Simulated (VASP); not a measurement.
Output of a VASP run:

OSZICAR:
```
...
       N       E                     dE             d eps       ncg     rms          rms(c)
DAV:   1    -0.492584547572E+03   -0.54634E-03   -0.37850E-01   392   0.149E+00    0.100E-01
RMM:   2    -0.492585010788E+03   -0.46322E-03   -0.64486E-03   364   0.176E-01    0.556E-02
RMM:   3    -0.492584995631E+03    0.15157E-04   -0.70502E-04   365   0.612E-02    0.351E-02
RMM:   4    -0.492584976594E+03    0.19036E-04   -0.24147E-04   364   0.322E-02    0.115E-02
RMM:   5    -0.492584979574E+03   -0.29798E-05   -0.40524E-05   261   0.126E-02
  13 F= -.49258498E+03 E0= -.49258498E+03  d E =-.132127E-01
       N       E                     dE             d eps       ncg     rms          rms(c)
DAV:   1    -0.492586976946E+03   -0.20004E-02   -0.11778E+00   364   0.271E+00    0.177E-01
RMM:   2    -0.492588224537E+03   -0.12476E-02   -0.19648E-02   364   0.312E-01    0.972E-02
RMM:   3    -0.492588117749E+03    0.10679E-03   -0.21637E-03   365   0.108E-01    0.585E-02
RMM:   4    -0.492588054746E+03    0.63003E-04   -0.71448E-04   365   0.549E-02    0.185E-02
RMM:   5    -0.492588063535E+03   -0.87888E-05   -0.11431E-04   348   0.213E-02    0.127E-02
RMM:   6    -0.492588064788E+03   -0.12527E-05   -0.16499E-05   225   0.885E-03
  14 F= -.49258806E+03 E0= -.49258806E+03  d E =-.308521E-02
       N       E                     dE             d eps       ncg     rms          rms(c)
DAV:   1    -0.492588067926E+03   -0.43910E-05   -0.19034E-03   432   0.109E-01    0.786E-03
RMM:   2    -0.492588070022E+03   -0.20959E-05   -0.31969E-05   252   0.127E-02    0.479E-03
RMM:   3    -0.492588069770E+03    0.25163E-06   -0.29485E-06   204   0.407E-03    0.301E-03
RMM:   4    -0.492588069586E+03    0.18388E-06   -0.98338E-07   152   0.216E-03
  15 F= -.49258807E+03 E0= -.49258807E+03  d E =-.309001E-02
       N       E                     dE             d eps       ncg     rms          rms(c)
DAV:   1    -0.492588672179E+03   -0.60241E-03   -0.29215E-01   364   0.138E+00    0.895E-02
RMM:   2    -0.492588996816E+03   -0.32464E-03   -0.51166E-03   364   0.163E-01    0.509E-02
RMM:   3    -0.492588966566E+03    0.30250E-04   -0.57192E-04   366   0.553E-02    0.309E-02
RMM:   4    -0.492588949550E+03    0.17016E-04   -0.19973E-04   365   0.290E-02    0.956E-03
RMM:   5    -0.492588951348E+03   -0.17984E-05   -0.27393E-05   245   0.111E-02
  16 F= -.49258895E+03 E0= -.49258895E+03  d E =-.881762E-03
       N       E                     dE             d eps       ncg     rms          rms(c)
DAV:   1    -0.492588952036E+03   -0.24863E-05   -0.59997E-05   376   0.196E-02    0.330E-03
RMM:   2    -0.492588952073E+03   -0.36802E-07   -0.14744E-06   201   0.289E-03    0.225E-03
RMM:   3    -0.492588952047E+03    0.26113E-07   -0.75838E-08    72   0.127E-03    0.115E-03
RMM:   4    -0.492588952040E+03    0.65993E-08   -0.45135E-08    55   0.133E-03
  17 F= -.49258895E+03 E0= -.49258895E+03  d E =-.882454E-03
       N       E                     dE             d eps       ncg     rms          rms(c)
DAV:   1    -0.492589344350E+03   -0.39230E-03   -0.13787E-01   364   0.947E-01    0.587E-02
RMM:   2    -0.492589490956E+03   -0.14661E-03   -0.20700E-03   364   0.102E-01    0.302E-02
RMM:   3    -0.492589487531E+03    0.34247E-05   -0.23672E-04   365   0.359E-02    0.187E-02
RMM:   4    -0.492589482510E+03    0.50214E-05   -0.69706E-05   330   0.177E-02
  18 F= -.49258948E+03 E0= -.49258948E+03  d E =-.530470E-03
```

File OUTCAR:
```
------------------------ aborting loop because EDIFF is reached ----------------------------------------
  FORCE on cell =-STRESS in cart. coord.  units (eV):
  Direction    XX          YY          ZZ          XY          YZ          ZX
  --------------------------------------------------------------------------------------
  Total       60.2913425     60.3409327     47.8246728     -0.0327128     -0.0263010      0.0331341
  in kB      126.3546153    126.4585431    100.2277921     -0.0685574     -0.0551199      0.0694402
  external PRESSURE =     117.6803168 kB  Pullay stress =       0.0000000 kB
  volume of cell :      764.49
      direct lattice vectors                 reciprocal lattice vectors
     4.693267657 -8.128978018  0.000000000     0.106535582 -0.061508347  0.000000000
     4.693267657  8.128978018  0.000000000     0.106535582  0.061508347  0.000000000
     0.000000000  0.000000000 10.019202615     0.000000000  0.000000000  0.099808342
  FREE ENERGIE OF THE ION-ELECTRON SYSTEM (eV)
  ---------------------------------------------------
  free  energy   TOTEN  =      -492.5894825100 eV

  energy  without entropy=     -492.5894825100  energy(sigma->0) =     -492.58948251

 reached required accuracy - stopping structural energy minimisation
```
(Selected blocks of OUTCAR.)

POSCAR:
```
Al36N35Si
1
    4.6932676572    -8.1289780182     0.0000000000
    4.6932676572     8.1289780182     0.0000000000
    0.0000000000     0.0000000000    10.0192026154
Al N Si
36 35 1
Direct
  0.2222220000   0.1111110000   0.2500000000
  0.1111110000   0.2222220000   0.0000000000
  0.2222220000   0.1111110000   0.7500000000
  0.1111110000   0.2222220000   0.5000000000
  0.2222220000   0.4444440000   0.2500000000
  0.1111110000   0.5555560000   0.0000000000
  0.2222220000   0.4444440000   0.7500000000
  0.1111110000   0.5555560000   0.5000000000
  0.2222220000   0.7777780000   0.2500000000
  0.1111110000   0.8888890000   0.0000000000
  0.2222220000   0.7777780000   0.7500000000
  0.1111110000   0.8888890000   0.5000000000
  0.5555560000   0.1111110000   0.2500000000
  0.4444440000   0.2222220000   0.0000000000
  0.5555560000   0.1111110000   0.7500000000
  0.4421210000   0.2199670000   0.4967400000
  0.5545620000   0.4382530000   0.2461940000
  0.4444440000   0.5555560000   0.0000000000
  0.5505400000   0.4388710000   0.7536110000
  0.4492610000   0.5550820000   0.4979540000
  0.5555560000   0.7777780000   0.2500000000
  0.4444440000   0.8888890000   0.0000000000
  0.5555560000   0.7777780000   0.7500000000
  0.4444440000   0.8888890000   0.5000000000
  0.8888890000   0.1111110000   0.2500000000
  0.7777780000   0.2222220000   0.0000000000
  0.8888890000   0.1111110000   0.7500000000
  0.7777780000   0.2222220000   0.5000000000
  0.8888890000   0.4444440000   0.2500000000
  0.7777780000   0.5555560000   0.0000000000
  0.8888890000   0.4444440000   0.7500000000
  0.7826530000   0.5572340000   0.5012060000
  0.8888890000   0.7777780000   0.2500000000
  0.7777780000   0.8888890000   0.0000000000
  0.8888890000   0.7777780000   0.7500000000
  0.7777780000   0.8888890000   0.5000000000
  0.2239540000   0.1172040000   0.4367780000
  0.1111110000   0.2222220000   0.1910000000
  0.2222220000   0.1111110000   0.9410000000
  0.1111110000   0.2222220000   0.6910000000
  0.2173680000   0.4446610000   0.4371080000
  0.1111110000   0.5555560000   0.1910000000
  0.2222220000   0.4444440000   0.9410000000
  0.1111110000   0.5555560000   0.6910000000
  0.2222220000   0.7777780000   0.4410000000
  0.1111110000   0.8888890000   0.1910000000
  0.2222220000   0.7777780000   0.9410000000
  0.1111110000   0.8888890000   0.6910000000
  0.5575100000   0.1174250000   0.4372910000
  0.4426550000   0.2156580000   0.1906660000
  0.5555560000   0.1111110000   0.9410000000
  0.4463840000   0.2262090000   0.6916480000
  0.4454930000   0.5584840000   0.1861410000
  0.5555560000   0.4444440000   0.9410000000
  0.4493140000   0.5599430000   0.6864110000
  0.5534450000   0.7775900000   0.4430890000
  0.4444440000   0.8888890000   0.1910000000
  0.5555560000   0.7777780000   0.9410000000
  0.4444440000   0.8888890000   0.6910000000
  0.8888890000   0.1111110000   0.4410000000
  0.7777780000   0.2222220000   0.1910000000
  0.8888890000   0.1111110000   0.9410000000
  0.7777780000   0.2222220000   0.6910000000
  0.8955160000   0.4457470000   0.4410900000
  0.7789280000   0.5520010000   0.1883720000
  0.8888890000   0.4444440000   0.9410000000
  0.7817770000   0.5611780000   0.6887900000
  0.8838770000   0.7723260000   0.4440760000
  0.7777780000   0.8888890000   0.1910000000
  0.8888890000   0.7777780000   0.9410000000
  0.7777780000   0.8888890000   0.6910000000
  0.5564320000   0.4404510000   0.4458370000
```

Write an INCAR and KPOINTS that could have produced this output.

One answer among several that fit: the input of the run itself, PBE GGA, plane waves, VASP's PBE PAW potentials (set 64).

### INCAR
```
! general
SYSTEM=Al36N35Si
PREC  =Normal
ENCUT =400
LREAL =Auto
LASPH =.TRUE.
ISYM  =0
NELECT=290.0

! electronic loop
EDIFF =1E-5
NELM  =100
NELMIN=4
ALGO  =Fast

! smearing
ISMEAR=0
SIGMA =0.05

! functional
GGA   =PE

! ions
IBRION=2
NSW   =60
ISIF  =2
EDIFFG=-0.03

! output
LWAVE =.FALSE.
LCHARG=.FALSE.
```

**KPOINTS**
```
Automatic
0
Gamma
  1 1 1
0 0 0
```

POTCAR, in this order: Al N Si (PBE.64 set). Program: vasp_gam.

At this cut-off the stress carries a Pulay error, which pulls relaxed volumes low. The cell is charged, with a uniform compensating background. The supercell is sampled at Γ alone, which is coarse: total energies, pressure and levels can be off, energies of defects by several tenths of an eV.

The cell is a supercell with a defect, built from AlN (wurtzite): Si_N, charge -3. The run is not spin-polarised, so no state with unpaired spins was tried.
